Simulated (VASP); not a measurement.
Method: PBEsol GGA, VASP's PBE PAW potentials (set 64) (plane waves; VASP).

The input files of a VASP run:

### POSCAR
```
Sr3SbN
1.0
  5.1442912468   0.0000000000   0.0000000000
  0.0000000000   5.1442912468   0.0000000000
  0.0000000000   0.0000000000   5.1442912468
Sr Sb N
3 1 1
Cartesian
  0.0000000000   2.5721456234   2.5721456234
  2.5721456234   0.0000000000   2.5721456234
  2.5721456234   2.5721456234   0.0000000000
  0.0000000000   0.0000000000   0.0000000000
  2.5721456234   2.5721456234   2.5721456234
```

KPOINTS:
```
Automatic mesh
0
Gamma
5 5 5
0 0 0
```

INCAR:
```
! general
SYSTEM  = Sr3SbN
PREC    = Accurate
ENCUT   = 520
LREAL   = .FALSE.
LASPH   = .TRUE.

! electronic loop
EDIFF   = 1E-7
NELM    = 100
ALGO    = Normal
LMAXMIX = 4

! smearing
ISMEAR  = -5

! functional
GGA     = PS

! ions
ISIF    = 2

! output
LWAVE   = .FALSE.
LCHARG  = .TRUE.
LORBIT  = 11
NEDOS   = 601

! other
LEFG    = .TRUE.
```

POTCAR, in this order: Sr_sv Sb N (PBE.64 set). Program: vasp_std.

Unless said otherwise, spin-orbit coupling is left out, though it shifts the bands of the heavy elements here.

Problem. Estimate the energy per atom (σ→0), band gap (on the k-mesh).

Solution. 
```json
{
 "energy per atom (σ→0)": "-4.718 eV/atom",
 "band gap (on the k-mesh)": "0.15 eV"
}
```

### OSZICAR
```
...
DAV:  10    -0.235933900436E+02   -0.35064E-02   -0.26779E-02   592   0.644E-01    0.444E-01
DAV:  11    -0.235925521605E+02    0.83788E-03   -0.41175E-03   664   0.251E-01    0.159E-01
DAV:  12    -0.235924341606E+02    0.11800E-03   -0.29309E-03   648   0.165E-01    0.516E-02
DAV:  13    -0.235924449413E+02   -0.10781E-04   -0.30737E-04   608   0.617E-02    0.350E-02
DAV:  14    -0.235924370198E+02    0.79215E-05   -0.10504E-04   616   0.306E-02    0.156E-02
DAV:  15    -0.235924363680E+02    0.65185E-06   -0.57221E-06   608   0.982E-03    0.820E-03
DAV:  16    -0.235924364219E+02   -0.53886E-07   -0.22711E-07   560   0.208E-03
   1 F= -.23592436E+02 E0= -.23592436E+02  d E =0.000000E+00
```

The structure comes from a computed database's Sr3SbN entry (Pm-3m); how it stands against other phases isn't given here. It was relaxed first.
